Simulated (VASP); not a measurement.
Calculation: LDA (Ceperley-Alder, Perdew-Zunger), VASP's LDA PAW potentials (set 64) (plane waves; VASP 6.6.1).

A VASP calculation is set up with these files.

KPOINTS:
```
Automatic
0
Gamma
  9 9 9
```

**INCAR**
```
SYSTEM = CoSi2
PREC = Accurate
ENCUT = 300
EDIFF = 1E-6
NELM = 100
ALGO = Normal
LREAL = .FALSE.
LASPH = .TRUE.
ISMEAR = -1
SIGMA = 0.1
LMAXMIX = 4
LWAVE = .FALSE.
LCHARG = .FALSE.
ISIF = 2
NBANDS = 73
```

File POSCAR:
```
CoSi2
1
    0.0000000000     2.6736870000     2.6736870000
    2.6736870000     0.0000000000     2.6736870000
    2.6736870000     2.6736870000     0.0000000000
Co Si
1 2
Direct
  0.0000000000   0.0000000000   0.0000000000
  0.7500000000   0.7500000000   0.7500000000
  0.2500000000   0.2500000000   0.2500000000
```

POTCAR, in this order: Co Si (LDA.64 set). Program: vasp_std.

The resulting files:

### OUTCAR
```
 ion  position               nearest neighbor table
   1  0.000  0.000  0.000-   2 2.32   2 2.32   2 2.32   2 2.32   3 2.32   3 2.32   3 2.32   3 2.32
  LATTYP: Found a face centered cubic cell.
 ALAT       =     5.3473740000
 Subroutine PRICEL returns:
 Original cell was already a primitive cell.
 Subroutine GETGRP returns: Found 48 space group operations
The static configuration has the point symmetry O_h .
The dynamic configuration has the point symmetry O_h .
 Subroutine INISYM returns: Found 48 space group operations
 Subroutine IBZKPT returns following result:
 Found     35 irreducible k-points:

 Following reciprocal coordinates:
            Coordinates               Weight
  0.000000  0.000000  0.000000      1.000000
  0.111111  0.000000  0.000000      8.000000
  0.222222  0.000000  0.000000      8.000000
  0.333333  0.000000  0.000000      8.000000
  0.444444  0.000000  0.000000      8.000000
  0.111111  0.111111  0.000000      6.000000
  0.222222  0.111111  0.000000     24.000000
  0.333333  0.111111  0.000000     24.000000
  0.444444  0.111111  0.000000     24.000000
 -0.444444  0.111111  0.000000     24.000000
 -0.333333  0.111111  0.000000     24.000000
 -0.222222  0.111111  0.000000     24.000000
 -0.111111  0.111111  0.000000     12.000000
  0.222222  0.222222  0.000000      6.000000
  0.333333  0.222222  0.000000     24.000000
  0.444444  0.222222  0.000000     24.000000
 -0.444444  0.222222  0.000000     24.000000
 -0.333333  0.222222  0.000000     24.000000
 -0.222222  0.222222  0.000000     12.000000
  0.333333  0.333333  0.000000      6.000000
  0.444444  0.333333  0.000000     24.000000
 -0.444444  0.333333  0.000000     24.000000
 -0.333333  0.333333  0.000000     12.000000
  0.444444  0.444444  0.000000      6.000000
 -0.444444  0.444444  0.000000     12.000000
  0.333333  0.222222  0.111111     24.000000
  0.444444  0.222222  0.111111     48.000000
 -0.444444  0.222222  0.111111     48.000000
  0.444444  0.333333  0.111111     24.000000
 -0.444444  0.333333  0.111111     48.000000
 -0.333333  0.333333  0.111111     48.000000
 -0.222222  0.333333  0.111111     24.000000
 -0.444444  0.444444  0.111111     24.000000
 -0.333333  0.444444  0.111111     24.000000
 -0.333333  0.444444  0.222222     24.000000
   k-points           NKPTS =     35   k-points in BZ     NKDIM =     35   number of bands    NBANDS=     73
   number of dos      NEDOS =    301   number of ions     NIONS =      3
   total plane-waves  NPLWV =  13824
   dimension x,y,z NGX =    24 NGY =   24 NGZ =   24
   dimension x,y,z NGXF=    48 NGYF=   48 NGZF=   48
   ions per type =               1   2
   PREC   = accura    normal or accurate (medium, high low for compatibility)
   ISTART =      0    job   : 0-new  1-cont  2-samecut
   ICHARG =      2    charge: 1-file 2-atom 10-const
   ISPIN  =      1    spin polarized calculation?
   LNONCOLLINEAR =      F non collinear calculations
   LSORBIT =      F    spin-orbit coupling
   INIWAV =      1    electr: 0-lowe 1-rand  2-diag
   ENCUT  =  300.0 eV  22.05 Ry    4.70 a.u.   5.34  5.34  5.34*2*pi/ulx,y,z
   NELM   =    100;   NELMIN=  2; NELMDL= -5     # of ELM steps
   EDIFF  = 0.1E-05   stopping-criterion for ELM
   LREAL  =      F    real-space projection
   NLSPLINE    = F    spline interpolate recip. space projectors
   LMAXMIX     =    4 max onsite mixed and CHGCAR
   VOSKOWN=      0    Vosko Wilk Nusair interpolation
   EDIFFG = 0.1E-04   stopping-criterion for IOM
   NSW    =      0    number of steps for IOM
   NBLOCK =      1;   KBLOCK =      1    inner block; outer block
   IBRION =     -1    ionic relax: 0-MD 1-quasi-New 2-CG
   NFREE  =      0    steps in history (QN), initial steepest desc. (CG)
...
```

OSZICAR:
```
       N       E                     dE             d eps       ncg     rms          rms(c)
DAV:   1     0.511421949487E+02    0.51142E+02   -0.20409E+03  5375   0.142E+02
DAV:   2    -0.190453703050E+02   -0.70188E+02   -0.61975E+02  5707   0.534E+01
DAV:   3    -0.232855736003E+02   -0.42402E+01   -0.41124E+01  6067   0.133E+01
DAV:   4    -0.233090401102E+02   -0.23467E-01   -0.23453E-01  6044   0.988E-01
DAV:   5    -0.233090745589E+02   -0.34449E-04   -0.34448E-04  6099   0.361E-02    0.141E+01
DAV:   6    -0.265517473970E+02   -0.32427E+01   -0.75542E+00  6451   0.206E+01    0.168E+01
DAV:   7    -0.220053807969E+02    0.45464E+01   -0.26268E+00  6173   0.153E+01    0.336E+00
DAV:   8    -0.219181743568E+02    0.87206E-01   -0.16793E-02  6163   0.352E-01    0.143E+00
DAV:   9    -0.218967456824E+02    0.21429E-01   -0.12714E-02  7041   0.730E-01    0.331E-01
DAV:  10    -0.218965722856E+02    0.17340E-03   -0.54242E-04  6259   0.994E-02    0.868E-02
DAV:  11    -0.218965367249E+02    0.35561E-04   -0.69211E-05  6626   0.509E-02    0.176E-02
DAV:  12    -0.218965347954E+02    0.19295E-05   -0.43558E-06  6578   0.107E-02    0.715E-03
DAV:  13    -0.218965345988E+02    0.19669E-06   -0.22616E-07  4951   0.265E-03
   1 F= -.21896535E+02 E0= -.21878114E+02  d E =-.368403E-01
```

File OUTCAR:
```
------------------------ aborting loop because EDIFF is reached ----------------------------------------
  FORCE on cell =-STRESS in cart. coord.  units (eV):
  Direction    XX          YY          ZZ          XY          YZ          ZX
  --------------------------------------------------------------------------------------
  Total       -1.8098715     -1.8098715     -1.8098715      0.0000000      0.0000000     -0.0000000
  in kB      -75.8571683    -75.8571683    -75.8571683      0.0000000      0.0000000     -0.0000000
  external PRESSURE =     -75.8571683 kB  Pullay stress =       0.0000000 kB
  volume of cell :       38.23
      direct lattice vectors                 reciprocal lattice vectors
     0.000000000  2.673687000  2.673687000    -0.187007679  0.187007679  0.187007679
     2.673687000  0.000000000  2.673687000     0.187007679 -0.187007679  0.187007679
     2.673687000  2.673687000  0.000000000     0.187007679  0.187007679 -0.187007679
 POSITION                                       TOTAL-FORCE (eV/Angst)
 -----------------------------------------------------------------------------------
      0.00000      0.00000      0.00000        -0.000000     -0.000000     -0.000000
      4.01053      4.01053      4.01053         0.000000      0.000000      0.000000
      1.33684      1.33684      1.33684        -0.000000     -0.000000      0.000000
 -----------------------------------------------------------------------------------
    total drift:                               -0.000000      0.000000      0.000000
  FREE ENERGIE OF THE ION-ELECTRON SYSTEM (eV)
  ---------------------------------------------------
  free  energy   TOTEN  =       -21.8965345988 eV

  energy  without entropy=      -21.8596942507  energy(sigma->0) =      -21.87811442
```
(Selected blocks of OUTCAR.)

**OUTCAR**
```
 val. band max:       10.0624276291   @ k =   0.3333   0.1111   0.0000

 cond. band min:      10.0745623695   @ k =   0.2222   0.2222   0.0000


 Fermi energy:        10.0636641747

 k-point     1 :       0.0000    0.0000    0.0000
  band No.  band energies     occupation
      1      -3.0491      2.00000
      2       5.9516      2.00000
      3       5.9516      2.00000
      4       5.9516      2.00000
      5       8.1441      2.00000
      6       8.1441      2.00000
      7      10.7796      0.00155
      8      13.4990      0.00000
      9      13.4990      0.00000
     10      13.4990      0.00000
     11      13.5475      0.00000
     12      13.5475      0.00000
     13      13.5475      0.00000
     14      15.7102      0.00000
     15      15.7102      0.00000
     16      15.7102      0.00000
     17      18.3753      0.00000
     18      18.3753      0.00000
     19      20.4767      0.00000
     20      24.8975      0.00000
     21      32.1794      0.00000
     22      32.1794      0.00000
     23      32.1794      0.00000
     24      37.8193      0.00000
     25      37.8193      0.00000
     26      37.8193      0.00000
     27      38.3187      0.00000
     28      38.3187      0.00000
     29      38.3187      0.00000
     30      38.4195      0.00000
     31      38.4195      0.00000
     32      39.3199      0.00000
     33      39.3199      0.00000
     34      45.3420      0.00000
     35      45.3420      0.00000
     36      45.3420      0.00000
     37      48.9625      0.00000
     38      48.9625      0.00000
     39      48.9625      0.00000
     40      50.4626      0.00000
     41      52.2076      0.00000
     42      53.2156      0.00000
     43      53.2156      0.00000
     44      53.2156      0.00000
     45      54.0553      0.00000
     46      54.4435      0.00000
     47      54.4435      0.00000
     48      54.4435      0.00000
     49      54.9116      0.00000
     50      54.9116      0.00000
     51      54.9116      0.00000
...
```

At this cut-off the stress carries a Pulay error, which pulls relaxed volumes low.

The structure comes from a computed database's CoSi2 entry; how it stands against other phases isn't given here. The cell was not relaxed at this level. The run is one of a series of settings (NBANDS = 73 against the base run), some of them coarse on purpose. The run is not spin-polarised, so no magnetic state was tried. The electron count is odd and the run is not spin-polarised, which forces a metal.
